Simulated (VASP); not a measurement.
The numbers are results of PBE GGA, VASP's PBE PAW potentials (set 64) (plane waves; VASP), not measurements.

VASP ran on this input.

File KPOINTS:
```
Automatic mesh
0
Gamma
4 4 6
0 0 0
```

POSCAR:
```
SnO2
1
    4.8327156444    -0.0000000000     0.0000000000
   -0.0000000000     4.8327156444     0.0000000000
    0.0000000000     0.0000000000     3.2408272069
Sn O
2 4
Direct
  0.0000000000   0.0000000000   0.0000000000
  0.5000000000   0.5000000000   0.5000000000
  0.3065850002   0.3065850002   0.0000000000
  0.8065850002   0.1934149998   0.5000000000
  0.1934149998   0.8065850002   0.5000000000
  0.6934149998   0.6934149998   1.0000000000
```

**INCAR**
```
! general
SYSTEM  = SnO2
PREC    = Accurate
ENCUT   = 520
LREAL   = .FALSE.
LASPH   = .TRUE.

! electronic loop
EDIFF   = 1E-8
NELM    = 100
ALGO    = Normal
LMAXMIX = 4

! smearing
ISMEAR  = 0
SIGMA   = 0.05

! functional
GGA     = PE

! ions
IBRION  = 1
NSW     = 30
ISIF    = 2
EDIFFG  = -0.001

! output
LWAVE   = .FALSE.
LCHARG  = .FALSE.
```

POTCAR, in this order: Sn_d O (PBE.64 set). Program: vasp_std.

Output

### OSZICAR
```
       N       E                     dE             d eps       ncg     rms          rms(c)
DAV:   1     0.657262896730E+03    0.65726E+03   -0.26474E+04  1583   0.259E+03
DAV:   2     0.540906751893E+02   -0.60317E+03   -0.58031E+03  1701   0.677E+02
DAV:   3    -0.386136380280E+02   -0.92704E+02   -0.91624E+02  1712   0.226E+02
DAV:   4    -0.432841157650E+02   -0.46705E+01   -0.46427E+01  1761   0.552E+01
DAV:   5    -0.434399821290E+02   -0.15587E+00   -0.15574E+00  1904   0.103E+01    0.156E+01
DAV:   6    -0.372375429707E+02    0.62024E+01   -0.25469E+01  2349   0.720E+01    0.569E+00
DAV:   7    -0.373403885542E+02   -0.10285E+00   -0.20317E+00  1677   0.855E+00    0.323E+00
DAV:   8    -0.373242141775E+02    0.16174E-01   -0.30910E-01  2119   0.511E+00    0.781E-01
DAV:   9    -0.373092090901E+02    0.15005E-01   -0.85280E-02  2347   0.379E+00    0.144E-01
DAV:  10    -0.373099960093E+02   -0.78692E-03   -0.56276E-03  2073   0.698E-01    0.450E-02
DAV:  11    -0.373100726208E+02   -0.76611E-04   -0.26402E-04  2328   0.168E-01    0.204E-02
DAV:  12    -0.373100759840E+02   -0.33632E-05   -0.17463E-05  1743   0.327E-02    0.145E-02
DAV:  13    -0.373100720632E+02    0.39208E-05   -0.15946E-05  2189   0.493E-02    0.253E-03
DAV:  14    -0.373100723628E+02   -0.29956E-06   -0.11901E-06  1917   0.885E-03    0.135E-03
DAV:  15    -0.373100724757E+02   -0.11293E-06   -0.51752E-08  1829   0.189E-03    0.515E-04
DAV:  16    -0.373100725020E+02   -0.26322E-07   -0.92042E-09  1151   0.805E-04    0.173E-04
DAV:  17    -0.373100725211E+02   -0.19046E-07   -0.49843E-09  1038   0.590E-04    0.356E-05
DAV:  18    -0.373100725224E+02   -0.12778E-08   -0.18273E-09   975   0.432E-04
   1 F= -.37310073E+02 E0= -.37310073E+02  d E =-.373101E+02
       N       E                     dE             d eps       ncg     rms          rms(c)
DAV:   1    -0.373100714710E+02    0.10501E-05   -0.22355E-03  1705   0.275E-01    0.962E-03
DAV:   2    -0.373100771717E+02   -0.57008E-05   -0.62455E-05  1803   0.516E-02    0.411E-03
DAV:   3    -0.373100768587E+02    0.31306E-06   -0.92847E-07  1817   0.773E-03    0.260E-03
DAV:   4    -0.373100766601E+02    0.19857E-06   -0.56417E-07  1807   0.677E-03    0.431E-04
DAV:   5    -0.373100766850E+02   -0.24872E-07   -0.17885E-07  1642   0.294E-03    0.307E-04
DAV:   6    -0.373100766809E+02    0.40855E-08   -0.20260E-09   975   0.488E-04
   2 F= -.37310077E+02 E0= -.37310077E+02  d E =-.415853E-05
```

**OUTCAR**
```
------------------------ aborting loop because EDIFF is reached ----------------------------------------
  FORCE on cell =-STRESS in cart. coord.  units (eV):
  Direction    XX          YY          ZZ          XY          YZ          ZX
  --------------------------------------------------------------------------------------
  Total       -0.0099333     -0.0099333      0.0587848      0.0000000      0.0000000      0.0000000
  in kB       -0.2102643     -0.2102643      1.2443351      0.0000000      0.0000000      0.0000000
  external PRESSURE =       0.2746022 kB  Pullay stress =       0.0000000 kB
  volume of cell :       75.69
      direct lattice vectors                 reciprocal lattice vectors
     4.832715644  0.000000000  0.000000000     0.206922996  0.000000000  0.000000000
     0.000000000  4.832715644  0.000000000     0.000000000  0.206922996  0.000000000
     0.000000000  0.000000000  3.240827207     0.000000000  0.000000000  0.308563196
 POSITION                                       TOTAL-FORCE (eV/Angst)
 -----------------------------------------------------------------------------------
     -0.00000      0.00000     -0.00000        -0.000000     -0.000000     -0.000000
      2.41636      2.41636      1.62041        -0.000000     -0.000000     -0.000000
      1.48141      1.48141     -0.00000        -0.000146     -0.000146      0.000000
      3.89777      0.93495      1.62041        -0.000146      0.000146     -0.000000
      0.93495      3.89777      1.62041         0.000146     -0.000146     -0.000000
      3.35130      3.35130      0.00000         0.000146      0.000146     -0.000000
 -----------------------------------------------------------------------------------
    total drift:                                0.000000      0.000000      0.000000
  FREE ENERGIE OF THE ION-ELECTRON SYSTEM (eV)
  ---------------------------------------------------
  free  energy   TOTEN  =       -37.3100766809 eV

  energy  without entropy=      -37.3100766809  energy(sigma->0) =      -37.31007668

 reached required accuracy - stopping structural energy minimisation
```
(Selected blocks of OUTCAR.)

**CONTCAR**
```
SnO2
   1.00000000000000
     4.8327156444000003    0.0000000000000000    0.0000000000000000
     0.0000000000000000    4.8327156444000003    0.0000000000000000
     0.0000000000000000    0.0000000000000000    3.2408272069000001
  Sn              O
     2     4
Direct
    -0.0000000000000000    0.0000000000000000   -0.0000000000000000
     0.5000000000000000    0.5000000000000000    0.5000000000000000
     0.3065383208545565    0.3065383208545565   -0.0000000000000000
     0.8065383208545565    0.1934616791454436    0.5000000000000000
     0.1934616791454436    0.8065383208545565    0.5000000000000000
     0.6934616791454435    0.6934616791454435    0.0000000000000000
```

The compound is SnO2 in the rutile structure. This run relaxes the ions in a fixed cell. Symmetry was kept, so distortions that lower it aren't found. The start is the result of an earlier pass.
